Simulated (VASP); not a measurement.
Input for VASP

### INCAR
```
! general
SYSTEM    =  C
PREC      =  Accurate
ENCUT     =  520
LREAL     =  .False.
LASPH     =  .True.

! electronic loop
EDIFF     =  1E-6
NELM      =  100
ALGO      =  Normal

! smearing
ISMEAR    =  0
SIGMA     =  0.05

! functional
GGA       =  ML
LUSE_VDW  =  .True.
AGGAC     =  0.0
ZAB_VDW   =  -1.8867

! ions
IBRION    =  2
NSW       =  60
ISIF      =  3
EDIFFG    =  -0.02

! output
LWAVE     =  .False.
LCHARG    =  .False.
```

KPOINTS:
```
Automatic mesh
0
G
 9 9 3
0 0 0
```

POSCAR:
```
C
1
    1.2307166181    -2.1316632181     0.0000000000
    1.2307166181     2.1316632181     0.0000000000
    0.0000000000    -0.0000000000     7.1929605768
C
4
Direct
  0.0000000000   0.0000000000   0.2500000000
  0.0000000000   0.0000000000   0.7500000000
  0.3333330000   0.6666670000   0.2500000000
  0.6666670000   0.3333330000   0.7500000000
```

POTCAR, in this order: C (PBE.64 set). Program: vasp_std.

**Question.** Translate this vdW-DF2 calculation to Quantum ESPRESSO's pw.x.

**Answer.** One equivalent input (not run):
```
&CONTROL
  calculation = 'vc-relax'
  pseudo_dir = './pseudo'
  outdir = './out'
  tprnfor = .true.
  tstress = .true.
  nstep = 60
  forc_conv_thr = 0.00078
/
&SYSTEM
  ibrav = 0
  nat = 4
  ntyp = 1
  ecutwfc = 82
  occupations = 'smearing'
  smearing = 'gaussian'
  degauss = 0.003675
  input_dft = 'vdw-df2'
/
&ELECTRONS
  conv_thr = 7.3e-08
  electron_maxstep = 100
/
&IONS
/
&CELL
/
ATOMIC_SPECIES
  C 12.011 C.upf
CELL_PARAMETERS angstrom
     1.2307166   -2.1316632    0.0000000
     1.2307166    2.1316632    0.0000000
     0.0000000   -0.0000000    7.1929606
ATOMIC_POSITIONS crystal
  C    0.0000000  0.0000000  0.2500000
  C    0.0000000  0.0000000  0.7500000
  C    0.3333330  0.6666670  0.2500000
  C    0.6666670  0.3333330  0.7500000
K_POINTS automatic
  9 9 3 0 0 0
```
The two are equivalent in intent, not identical: the potentials are each code's own (VASP's PAW set, PseudoDojo norm-conserving files in pw.x), so ENCUT and ecutwfc are chosen apart and not converted; conv_thr bounds pw.x's estimated SCF error, while EDIFF bounds the energy change between steps; forc_conv_thr acts on force components and is met together with etot_conv_thr.

The compound is C in the graphite structure. This run relaxes it. Symmetry was kept, so distortions that lower it aren't found. The k-mesh is coarse (spacing up to 0.33 per Å, 2π included), so the numbers may not be converged in it. The start is the result of an earlier pass.
